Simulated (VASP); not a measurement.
Output of a VASP run:

**OSZICAR**
```
       N       E                     dE             d eps       ncg     rms          rms(c)
DAV:   1     0.200262560568E+03    0.20026E+03   -0.16190E+04   704   0.156E+03
DAV:   2     0.203505481874E+01   -0.19823E+03   -0.19225E+03   776   0.385E+02
DAV:   3    -0.528607505807E+01   -0.73211E+01   -0.73034E+01   729   0.833E+01
DAV:   4    -0.531792558557E+01   -0.31851E-01   -0.31846E-01   796   0.550E+00
DAV:   5    -0.531803554628E+01   -0.10996E-03   -0.10996E-03   718   0.276E-01    0.109E+01
DAV:   6    -0.380204587893E+01    0.15160E+01   -0.45210E+00   893   0.409E+01    0.818E+00
DAV:   7    -0.383600423501E+01   -0.33958E-01   -0.74169E-01   683   0.914E+00    0.481E+00
DAV:   8    -0.383366382976E+01    0.23404E-02   -0.13746E-01   734   0.406E+00    0.654E-01
DAV:   9    -0.382603918466E+01    0.76246E-02   -0.35118E-02   855   0.259E+00    0.892E-02
DAV:  10    -0.382679410462E+01   -0.75492E-03   -0.34517E-03   701   0.666E-01    0.111E-01
DAV:  11    -0.382689692228E+01   -0.10282E-03   -0.10806E-04   770   0.125E-01    0.414E-02
DAV:  12    -0.382694996743E+01   -0.53045E-04   -0.97853E-05   700   0.830E-02    0.233E-02
DAV:  13    -0.382695619384E+01   -0.62264E-05   -0.12418E-05   734   0.323E-02    0.331E-03
DAV:  14    -0.382695651739E+01   -0.32355E-06   -0.91507E-07   708   0.698E-03    0.190E-03
DAV:  15    -0.382695654953E+01   -0.32141E-07   -0.15668E-07   566   0.408E-03
   1 F= -.38269565E+01 E0= -.38269565E+01  d E =-.289666E-11
```

File OUTCAR:
```
------------------------ aborting loop because EDIFF is reached ----------------------------------------
  FORCE on cell =-STRESS in cart. coord.  units (eV):
  Direction    XX          YY          ZZ          XY          YZ          ZX
  --------------------------------------------------------------------------------------
  Total        1.7842968      1.7842968      1.7842968     -0.0000000      0.0000000      0.0000000
  in kB       76.6280982     76.6280982     76.6280982     -0.0000000      0.0000000      0.0000000
  external PRESSURE =      76.6280982 kB  Pullay stress =       0.0000000 kB
  volume of cell :       37.31
      direct lattice vectors                 reciprocal lattice vectors
     0.000000000  2.652079539  2.652079539    -0.188531299  0.188531299  0.188531299
     2.652079539  0.000000000  2.652079539     0.188531299 -0.188531299  0.188531299
     2.652079539  2.652079539  0.000000000     0.188531299  0.188531299 -0.188531299
 POSITION                                       TOTAL-FORCE (eV/Angst)
 -----------------------------------------------------------------------------------
      0.00000      0.00000      0.00000        -0.000000      0.000000      0.000000
      1.32604      1.32604      1.32604         0.000000      0.000000     -0.000000
      3.97812      3.97812      3.97812        -0.000000     -0.000000      0.000000
 -----------------------------------------------------------------------------------
    total drift:                                0.000000      0.000000      0.000000
  FREE ENERGIE OF THE ION-ELECTRON SYSTEM (eV)
  ---------------------------------------------------
  free  energy   TOTEN  =        -3.8269565495 eV

  energy  without entropy=       -3.8269565495  energy(sigma->0) =       -3.82695655
```
(Selected blocks of OUTCAR.)

POSCAR:
```
CdF2
1
    0.0000000000     2.6520795394     2.6520795394
    2.6520795394     0.0000000000     2.6520795394
    2.6520795394     2.6520795394     0.0000000000
Cd F
1 2
Direct
  0.0000000000   0.0000000000   0.0000000000
  0.2500000000   0.2500000000   0.2500000000
  0.7500000000   0.7500000000   0.7500000000
```

Q: Reconstruct the remaining input files.

A: Several could match; the one computed here: the input of the run itself, vdW-DF-cx, plane waves, VASP's PBE PAW potentials (set 64).

INCAR:
```
AGGAC=0.0
ALGO=Normal
EDIFF=1E-7
ENCUT=520
GGA=CX
ISIF=2
ISMEAR=0
LASPH=.True.
LCHARG=.False.
LMAXMIX=4
LREAL=.False.
LUSE_VDW=.True.
LWAVE=.False.
NELM=100
PREC=Accurate
SIGMA=0.05
SYSTEM=CdF2
```

**KPOINTS**
```
K-points
0
G
7 7 7
0 0 0
```

POTCAR, in this order: Cd F (PBE.64 set). Program: vasp_std.

The compound is CdF2 in the fluorite structure. This cell is one point of a volume scan, at 0.94 of the reference volume.
